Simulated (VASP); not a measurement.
Input:

```
CELL_PARAMETERS angstrom
      0.00000     3.00135     3.00135
      3.00135     0.00000     3.00135
      3.00135     3.00135     0.00000
ATOMIC_POSITIONS crystal
  Pb 0.00000 0.00000 0.00000
  S  0.50000 0.50000 0.50000
```

Level of theory: PW91 GGA, VASP's PBE PAW potentials (set 64) (plane waves; VASP). Run with 520 eV cut-off, 7×7×7 Γ-centred mesh, Gaussian smearing of 0.050 eV, potentials Pb_d S.

What does the run give for the energy per atom (σ→0)?

```json
{
 "energy per atom (σ→0)": "-4.417 eV/atom"
}
```

Total energies compare only between runs with the same potentials, cut-off and functional.

The compound is PbS in the rock salt structure. It was relaxed first. The start is the result of an earlier pass.
